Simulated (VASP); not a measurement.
LiBi2I2O2, 7 atoms in the cell. The typed cell holds 7 atoms: a = 4.233 Å, b = 4.233 Å, c = 10.000 Å, α = 90.00°, β = 90.00°, γ = 90.00°. The cell comes from a database or a generator and needn't be the stable form of this composition. The cell isn't the ideal one: atoms moved at random, drawn with an rms of 0.05 Å.

| Quantity | Value |
| --- | --- |
| Program | VASP 6.6.1 |
| Task | single point |
| Functional | PBE |
| Potentials or basis | VASP PAW PBE potentials, release 64 (Bi_d, I, O, Li_sv) |
| Cutoff | 520 eV |
| k mesh | 6 × 6 × 3 |
| Occupations | fermi-dirac, width 0.05 eV |
| Spin | no spin polarisation |
| Further INCAR settings | ALGO = Normal; EDIFF = 1e-07; NBANDS = 38 |

Potentials or basis: VASP PAW PBE potentials, release 64 (Bi_d, I, O, Li_sv).

The run is started by

```bash
$ cat potpaw_PBE.64/Bi_d/POTCAR potpaw_PBE.64/I/POTCAR potpaw_PBE.64/O/POTCAR potpaw_PBE.64/Li_sv/POTCAR > POTCAR
$ mpirun -np 1 vasp_std > vasp.out
```

Hardware: 1 thread of AMD EPYC 7R43 64-Core Processor (Zen 3), on a shared host.

Task: Estimate the wall time of this run.

Result: It took 5.1 min on 1 thread of AMD EPYC 7R43 64-Core Processor (Zen 3) (shared host), peak memory 0.48 GiB. Counts: scf iterations 17, k points 56.
